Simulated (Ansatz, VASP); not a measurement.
# Si2MoAs4 (MoSi2As4 monolayer) in two plane-wave programs, part 2 of 2

One calculation is typed for both programs; each brings its own data sets. How far apart do they land? The structure shown is the start of the Ansatz relaxation below; VASP solves that cell, so the two are compared at the walk's first step.

VASP 6.6.1 and Ansatz 0.2.0.

So far: Set-up; Ansatz: relaxation, PBE with D3(BJ).

### 3. VASP: single point, PBE with D3(BJ), start cell

Level of this step: PBE with D3(BJ); plane waves and PAW (As, Si, Mo_sv) (VASP).

The same cell, functional, mesh and smearing now go to VASP, with its own data sets.

Lines of VASP's logs that name or quote its potential files are left out, and so is its time.

File INCAR:

```
SYSTEM = Si2MoAs4
PREC = Accurate
ENCUT = 400
EDIFF = 1E-06
NELM = 120
ISMEAR = -1
SIGMA = 0.05
LREAL = .FALSE.
ALGO = Normal
GGA = PE
IVDW = 12
NBANDS = 28
LASPH = .TRUE.
LORBIT = 11
LWAVE = .FALSE.
LCHARG = .FALSE.
ISIF = 2
LDIPOL = .TRUE.
IDIPOL = 3
DIPOL = 0.5 0.5 0.5
LVHAR = .TRUE.
GGA_COMPAT = .FALSE.
EFERMI = MIDGAP
NELMDL = -8
KPAR = 2
```

File POSCAR:

```
Si2MoAs4
1.0
    3.6300000000      0.0000000000      0.0000000000
   -1.8150000000      3.1436720000      0.0000000000
    0.0000000000      0.0000000000     48.8102610000
As Si Mo
4 2 1
Direct
    0.0000000000      0.0000000000      0.4087255342
    0.3333332803      0.6666665606      0.4700235264
    0.3333332803      0.6666665606      0.5299764736
    0.0000000000      0.0000000000      0.5912744658
    0.3333332803      0.6666665606      0.4243364116
    0.3333332803      0.6666665606      0.5756635884
    0.0000000000      0.0000000000      0.5000000102
```

File KPOINTS:

```
Automatic mesh
0
Gamma
12 12 1
0 0 0
```

The projector-augmented-wave data sets are As, Si and Mo_sv (PBE family, release 64).

Run with:

```
$ mpirun -np 2 vasp_std
```

Numbers of over 12 decimals in the logs are rounded to 6 here.

Output:

```text
[banner, memory and clock lines left out]
running    2 mpi-ranks, on    1 nodes
 distrk:  each k-point on    1 cores,    2 groups
 distr:  one band on    1 cores,    1 groups

 POSCAR found type information on POSCAR AsSiMo
 POSCAR found :  3 types and       7 ions
 LDA part: xc-table for (Slater+PW92), standard interpolation
 POSCAR, INCAR and KPOINTS ok, starting setup
 FFT: planning ... GRIDC
 FFT: planning ... GRID_SOFT
 FFT: planning ... GRID
 WAVECAR not read
 entering main loop
       N       E                     dE             d eps       ncg     rms          rms(c)
DAV:   1     0.245603201471E+03    0.24560E+03   -0.15572E+04  1368   0.886E+02
DAV:   2    -0.146226488398E+02   -0.26023E+03   -0.25556E+03  1424   0.198E+02
DAV:   3    -0.403534637578E+02   -0.25731E+02   -0.25248E+02  1320   0.604E+01
DAV:   4    -0.411727708820E+02   -0.81931E+00   -0.80995E+00  1536   0.114E+01
DAV:   5    -0.411895862141E+02   -0.16815E-01   -0.16779E-01  1476   0.155E+00
DAV:   6    -0.411901937376E+02   -0.60752E-03   -0.60740E-03  1580   0.284E-01
DAV:   7    -0.411902118257E+02   -0.18088E-04   -0.18087E-04  1524   0.421E-02
DAV:   8    -0.411902126888E+02   -0.86317E-06   -0.86323E-06  1308   0.832E-03    0.164E+01
DAV:   9    -0.402758857199E+02    0.91433E+00   -0.93041E+00  1176   0.138E+01    0.605E+00
DAV:  10    -0.400804311636E+02    0.19545E+00   -0.73852E+00  1356   0.133E+01    0.562E+00
DAV:  11    -0.397316146722E+02    0.34882E+00   -0.21771E+00  1272   0.710E+00    0.123E+00
DAV:  12    -0.397080583226E+02    0.23556E-01   -0.17982E-01  1292   0.206E+00    0.530E-01
DAV:  13    -0.397087186212E+02   -0.66030E-03   -0.20765E-02  1416   0.682E-01    0.245E-01
DAV:  14    -0.397091339445E+02   -0.41532E-03   -0.32800E-03  1256   0.261E-01    0.675E-02
[...]
DAV:  19    -0.397093285321E+02   -0.43214E-04   -0.43596E-06   972   0.640E-03    0.371E-03
DAV:  20    -0.397093617534E+02   -0.33221E-04   -0.29391E-06  1000   0.429E-03    0.168E-03
DAV:  21    -0.397093798503E+02   -0.18097E-04   -0.19120E-06   960   0.359E-03    0.144E-03
DAV:  22    -0.397093917716E+02   -0.11921E-04   -0.32948E-07   824   0.210E-03    0.391E-04
DAV:  23    -0.397093990932E+02   -0.73216E-05   -0.16605E-07   784   0.100E-03    0.522E-04
DAV:  24    -0.397094037235E+02   -0.46303E-05   -0.64676E-08   736   0.716E-04    0.280E-04
DAV:  25    -0.397094063478E+02   -0.26243E-05   -0.45975E-08   736   0.449E-04    0.907E-05
DAV:  26    -0.397094069414E+02   -0.59357E-06   -0.62712E-09   612   0.262E-04
   1 F= -.42325537E+02 E0= -.42324930E+02  d E =-.121369E-02
```

OUTCAR, selected parts (step 3):

```text
ion  position               nearest neighbor table
   1  0.000  0.000  0.409-   5 2.23   5 2.23   5 2.23
   2  0.333  0.667  0.470-   5 2.23   7 2.56   7 2.56   7 2.56
   3  0.333  0.667  0.530-   6 2.23   7 2.56   7 2.56   7 2.56
   4  0.000  0.000  0.591-   6 2.23   6 2.23   6 2.23
   5  0.333  0.667  0.424-   1 2.23   2 2.23   1 2.23   1 2.23
   6  0.333  0.667  0.576-   4 2.23   3 2.23   4 2.23   4 2.23
   7  0.000  0.000  0.500-   3 2.56   3 2.56   3 2.56   2 2.56   2 2.56   2 2.56

  LATTYP: Found a hexagonal cell.
 ALAT       =     3.6300000000
 C/A-ratio  =    13.4463528926

 Subroutine GETGRP returns: Found 12 space group operations
 (whereof 12 operations were pure point group operations)

The static configuration has the point symmetry D_3h.

 Found     19 irreducible k-points:

   k-points           NKPTS =     19   k-points in BZ     NKDIM =     19   number of bands    NBANDS=     28

   dimension x,y,z NGX =    24 NGY =   24 NGZ =  320
   dimension x,y,z NGXF=    48 NGYF=   48 NGZF=  640

   ENCUT  =  400.0 eV  29.40 Ry    5.42 a.u.   5.92  5.92 79.60*2*pi/ulx,y,z

   NELECT =      42.0000    total number of electrons

 k-points in reciprocal lattice and weights: Automatic mesh
   0.00000000  0.00000000  0.00000000       0.007
   0.08333333  0.00000000  0.00000000       0.042
   0.16666667 -0.00000000  0.00000000       0.042
   0.25000000 -0.00000000  0.00000000       0.042
   0.33333333  0.00000000  0.00000000       0.042
   0.41666667  0.00000000  0.00000000       0.042
   0.50000000 -0.00000000  0.00000000       0.021
   0.08333333  0.08333333  0.00000000       0.042
   0.16666667  0.08333333  0.00000000       0.083
[...]
0.33333333  0.25000000  0.00000000       0.083
   0.33333333  0.33333333  0.00000000       0.014

 dipolmoment           0.000000      0.000000     -0.000006 electrons x Angstroem

 average (electrostatic) potential at core
       1 -56.9117       2 -56.2890       3 -56.2890       4 -56.9118       5 -92.5153
       6 -92.5154       7 -83.5277

 E-fermi :  -1.9480

 k-point     1 :       0.0000    0.0000    0.0000
  band No.  band energies     occupation
    ...
     17      -4.2769      2.00000
     18      -3.1862      2.00000
     19      -3.1862      2.00000
     20      -2.7374      2.00000
     21      -2.2020      1.98765
     22      -0.7223      0.00000
     23      -0.6157      0.00000
     24      -0.1252      0.00000
     25      -0.1252      0.00000
     26       0.0299      0.00000
    ...

 k-point     2 :       0.0833    0.0000    0.0000
  band No.  band energies     occupation
    ...
     17      -4.3043      2.00000
     18      -3.3544      2.00000
     19      -3.2921      2.00000
     20      -2.6135      2.00000
     21      -2.1352      1.95378
     22      -0.4955      0.00000
     23      -0.4279      0.00000
     24       0.0882      0.00000
     25       0.1268      0.00000
     26       0.2185      0.00000
    ...

 k-point     3 :       0.1667   -0.0000    0.0000
  band No.  band energies     occupation
    ...
     17      -4.1537      2.00000
     18      -3.6511      2.00000
     19      -3.5544      2.00000
     20      -2.7734      2.00000
     21      -2.3741      1.99960
     22      -0.7298      0.00000
     23      -0.7275      0.00000
     24       0.4036      0.00000
     25       0.6462      0.00000
     26       0.6618      0.00000
    ...

 Edisp (eV)   -2.61613

  Total       3.70944     3.70944    14.09789     0.00000    -0.00000     0.00000
  in kB      10.66999    10.66999    40.55176     0.00000    -0.00000     0.00000
  external pressure =       20.63 kB  Pullay stress =        0.00 kB

  energy-cutoff  :      400.00
  volume of cell :      557.00
      direct lattice vectors                 reciprocal lattice vectors
     3.630000000  0.000000000  0.000000000     0.275482094  0.159049672  0.000000000
    -1.815000000  3.143672000  0.000000000     0.000000000  0.318099344  0.000000000
     0.000000000  0.000000000 48.810261000     0.000000000  0.000000000  0.020487495

 POSITION                                       TOTAL-FORCE (eV/Angst)
 -----------------------------------------------------------------------------------
      0.00000      0.00000     19.95000         0.000000     -0.000000     -3.190054
      0.00000      2.09578     22.94197         0.000000      0.000000      1.455435
      0.00000      2.09578     25.86829         0.000000      0.000000     -1.455435
      0.00000      0.00000     28.86026         0.000000     -0.000000      3.190054
      0.00000      2.09578     20.71197        -0.000000     -0.000000      1.345162
      0.00000      2.09578     28.09829        -0.000000     -0.000000     -1.345162
      0.00000      0.00000     24.40513        -0.000000      0.000000      0.000000
 -----------------------------------------------------------------------------------
    total drift:                               -0.000000      0.000132     -0.001520

  FREE ENERGIE OF THE ION-ELECTRON SYSTEM (eV)
  ---------------------------------------------------
  free  energy   TOTEN  =       -42.3255365774 eV

  energy  without entropy=      -42.3243228829  energy(sigma->0) =      -42.32492973

 vacuum level on the upper side and lower side of the slab         2.777         2.777

 total charge
# of ion       s       p       d       tot
------------------------------------------
    1        1.216   1.711   0.053   2.981
    2        1.210   1.615   0.069   2.895
    3        1.210   1.615   0.069   2.895
    4        1.216   1.711   0.053   2.981
    5        0.756   0.961   0.000   1.717
    6        0.756   0.961   0.000   1.717
    7        2.261   6.153   3.982  12.396
--------------------------------------------------
tot          8.626  14.728   4.227  27.581

[... 3 further parts left out ...]
```

### 4. Comparison

Known differences besides the potentials themselves: Ansatz cuts the interaction across the vacuum, VASP repeats the sheet with a dipole correction; the data sets hold 82 valence electrons in Ansatz (on its PAW soft_1 files) and 42 in VASP; the cutoff is 420 eV in Ansatz and 400 eV in VASP. Total energies have different zeros and are not compared.

Forces (eV/Å; atoms numbered as in POSCAR):

```
atom        Ansatz x, y, z          VASP x, y, z
 As1  0.000, 0.000, -3.140  0.000, 0.000, -3.190
 As2   0.000, 0.000, 1.426   0.000, 0.000, 1.455
 As3  0.000, 0.000, -1.426  0.000, 0.000, -1.455
 As4   0.000, 0.000, 3.140   0.000, 0.000, 3.190
 Si5   0.000, 0.000, 1.357   0.000, 0.000, 1.345
 Si6  0.000, 0.000, -1.357  0.000, 0.000, -1.345
 Mo7   0.000, 0.000, 0.000   0.000, 0.000, 0.000
```

The forces differ by 18 meV/Å r.m.s., which is 1.6 % of the r.m.s. force of 1.159 eV/Å (both taken over all components). With vacuum in the cell, a pressure given here is an average over mostly empty space and none of the material.

### 5. Summary of results

```json
{
  "r.m.s. force difference (single point, PBE with D3(BJ), start cell)": "1.6 % of the r.m.s. force"
}
```

**Reading.** The r.m.s. force difference is 1.6 % of the r.m.s. force (single point, PBE with D3(BJ), start cell), within the 3 % picked in this series as the mark of a large difference. The data sets hold unlike numbers of valence electrons (82 in Ansatz and 42 in VASP), so part of the differences comes from the potentials. 1 further run of this series is not shown here. How closely two codes agree says nothing of how well the functional describes the real material.

[Lines on the potential files, build, host, timing and source positions are cut from VASP's logs without a mark.]

[Logs are printed without paths, hosts, clocks, repeated set-up lines and the standing remarks that a program may print on its own settings, such as how far it seeks lower states.]

[Hosts, paths, dates, database ids (printed as entryN), source tags and the programs' standing remarks are cut or masked in the printed files.]
